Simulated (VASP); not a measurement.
The cell holds one BeS (zinc blende) (110) slab, with vacuum along c, ions free to move until forces fall under 0.03 eV/Å, no reconstruction beyond this cell, dipole correction on. Ionisation potential and electron affinity count from the cell's own band edges, surface states included.

Data:

```
BeS
1.0
    4.84032     0.00000     0.00000
    0.00000     3.42262     0.00000
    0.00000     0.00000    25.17644
Be S
6 6
Cartesian
  4.57268   0.00000  16.48011
  2.49363   1.71131  15.22603
  0.06775   0.00000  13.42188
  2.48791   1.71131  11.75456
  0.07347   0.00000   9.95040
  2.15252   1.71131   8.69633
  1.27851   0.00000  15.15423
  3.63073   1.71131  16.97764
  1.26756   0.00000  11.71394
  3.68772   1.71131  13.46249
  1.21057   0.00000   8.19880
  3.69867   1.71131  10.02221
```

Level of theory: PBEsol GGA, VASP's PBE PAW potentials (set 64) (plane waves; VASP 6.6.1). Run with 400 eV cut-off, 4×6×1 Γ-centred mesh, Gaussian smearing of 0.050 eV, potentials Be S.

Slab and bulk use different k-meshes, so the surface energy is good to a few per cent at best.

Q: Predict its surface energy, ionisation potential, electron affinity.

A: 
| Quantity | Value |
|---|---|
| surface energy | 0.76 J/m² |
| ionisation potential | 6.45 eV |
| electron affinity | 3.72 eV |

The cell is a thin slab with vacuum, built from BeS (zinc blende): (110) face.
